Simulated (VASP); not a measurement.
Input:

Space group F-43m (No. 216); a = b = c = 4.3806 Å, α = β = γ = 90.00°

| atom | site | symmetry | x | y | z |
|---|---|---|---|---|---|
| Si | 4a | -43m | 0.0000 | 0.0000 | 0.0000 |
| C | 4d | -43m | 0.7500 | 0.7500 | 0.7500 |
(The calculation used a cell of 2 atoms; values per cell refer to that cell.)

All values below come from PW91 GGA, VASP's PBE PAW potentials (set 64) (plane waves; VASP). Run with 520 eV cut-off, 10×10×10 Γ-centred mesh, Gaussian smearing of 0.050 eV, potentials Si C.

Question: Give the energy at these volumes per atom, relative to the lowest: 9.88, 10.19, 10.51, 10.82, 11.14 Å³.

Answer: 27.9, 6.7, 0.0, 5.9, 22.6 meV/atom. A third-order Birch-Murnaghan fit gives B0 = 212 GPa and B0′ = 3.9.

Measured: bulk modulus 229 GPa at 0 K (computed value off by -7.4 %), as given by Daniel Mejia-Rodriguez et al., Physical Review B (2018), arXiv:1807.09216 [0 K value with the zero-point phonon effect removed]; a 4.346 Å at 0 K (computed value off by +0.8 %), as given by Daniel Mejia-Rodriguez et al., Physical Review B (2018), arXiv:1807.09216 [static lattice: zero-point anharmonic expansion removed].

The compound is SiC in the zinc blende structure. It was relaxed first.
